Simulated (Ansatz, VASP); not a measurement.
Two plane-wave programs on Be4NiGe

File INCAR:

```
SYSTEM = Be4NiGe
ALGO = Normal
EDIFF = 1E-7
ENCUT = 520
GGA = PE
ISIF = 2
ISMEAR = -1
ISPIN = 2
LASPH = .TRUE.
LCHARG = .FALSE.
LMAXMIX = 4
LORBIT = 11
LREAL = .FALSE.
LWAVE = .FALSE.
MAGMOM = 0 1 0 0 0 0
NBANDS = 29
NELM = 150
PREC = Accurate
SIGMA = 0.05
```

The input KPOINTS:

```
k-points
0
G
  8 8 8
  0 0 0
```

POSCAR

```
Be4NiGe
1.0
    0.0000000000      3.0659080000      3.0659080000
    3.0659080000      0.0000000000      3.0659080000
    3.0659080000      3.0659080000      0.0000000000
Ge Ni Be
1 1 4
Direct
    0.0000000000      0.0000000000      0.0000000000
    0.2500000000      0.2500000000      0.2500000000
    0.1302080000      0.6232640000      0.6232640000
    0.6232640000      0.6232640000      0.6232640000
    0.6232640000      0.6232640000      0.1302080000
    0.6232640000      0.1302080000      0.6232640000
```

The input input.yaml:

```yaml
crystal:
  lattice:
    - [0.0, 3.065908, 3.065908]
    - [3.065908, 0.0, 3.065908]
    - [3.065908, 3.065908, 0.0]
  atoms:
    - { symbol: Ge, position: [0.0, 0.0, 0.0] }
    - { symbol: Ni, position: [0.25, 0.25, 0.25], spin: 1.0 }
    - { symbol: Be, position: [0.130208, 0.623264, 0.623264] }
    - { symbol: Be, position: [0.623264, 0.623264, 0.623264] }
    - { symbol: Be, position: [0.623264, 0.623264, 0.130208] }
    - { symbol: Be, position: [0.623264, 0.130208, 0.623264] }
hamiltonian:
  xc: pbe
  pseudopotentials: { kind: paw }
magnetization:
  spin_polarized: true
kpoints:
  mp_grid: { grid: [8, 8, 8] }
scf:
  occupations: { method: fermi_dirac, width: 0.05 }
output:
  forces: true
  stress: true
  eigenvalues: true
```

The cell comes from a database or a generator and needn't be the stable form of this composition.

Alike in both runs: task single point; functional PBE; k mesh 8 × 8 × 8; occupations fermi-dirac, width 0.05 eV; collinear spin, ferromagnetic start.

|  | VASP | Ansatz |
| --- | --- | --- |
| version | VASP 6.6.1 | Ansatz 0.2.0 |
| potentials or method | VASP PAW PBE potentials, release 64 (Ge_d, Ni, Be) | Ansatz PAW |
| plane-wave cutoff (eV) | 520 | 420 |
| valence electrons in the cell | 32 | 40 |

Ansatz gave:

| Quantity | Value |
| --- | --- |
| gap on the k mesh at the Fermi level (eV) | none |
| pressure (GPa) | -0.4 |
| rms of the force components (eV/Å) | 0.011 |
| net moment per atom (μB) | 0.00 |

Estimate VASP's values.

gap on the k mesh at the Fermi level (eV): none; pressure (GPa): -0.3; rms of the force components (eV/Å): 0.014; net moment per atom (μB): 0.00.

Atom by atom the forces differ by 0.003 eV/Å (rms over components). A gap of «none» marks a metal or a gap that the smearing closes. The two sets of potentials don't hold the same shells in valence.

Caveats: the starting moments weren't kept (Ansatz).
